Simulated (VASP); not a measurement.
Input:

```
CELL_PARAMETERS angstrom
      1.32198    -2.28974     0.00000
      1.32198     2.28974     0.00000
      0.00000     0.00000     4.22344
ATOMIC_POSITIONS crystal
  Tc 0.33333 0.66667 0.25000
  Tc 0.66667 0.33333 0.75000
```

The numbers are results of LDA (Ceperley-Alder, Perdew-Zunger), VASP's LDA PAW potentials (set 64) (plane waves; VASP 6.6.1), not measurements. Numerical set-up: 500 eV cut-off, 16×16×9 Γ-centred mesh, first-order Methfessel-Paxton smearing of 0.10 eV, potentials Tc_pv.

Energy and stress use the plane-wave basis of the starting cell.

Task: The ions, cell shape and volume at an external pressure of 45.0 GPa are relaxed. Which structure does the run end with?

Result: 
```
CELL_PARAMETERS angstrom
      1.30883    -2.26696     0.00000
      1.30883     2.26696     0.00000
      0.00000     0.00000     4.18143
ATOMIC_POSITIONS crystal
  Tc 0.33333 0.66667 0.25000
  Tc 0.66667 0.33333 0.75000
```
Space group P6_3/mmc (194), at a tolerance of 0.03 Å.

Task: How do energy and volume change from the first to the last step?

Result: The energy (σ→0) changes by +87.6 meV/atom and the volume by -3.0 %, in 4 ionic steps.

```tsv
step	E(σ→0) (eV)	max force (eV/Å)	pressure (GPa)	volume (Å³)
1	-23.2860	0.000	29.88	25.57
2	-21.1284	0.000	151.04	21.36
3	-23.1251	0.000	43.70	24.86
4	-23.1108	0.000	44.77	24.81
```

The compound is Tc in the hcp structure. This run relaxes it under an external pressure of 45 GPa. Symmetry was kept, so distortions that lower it aren't found.
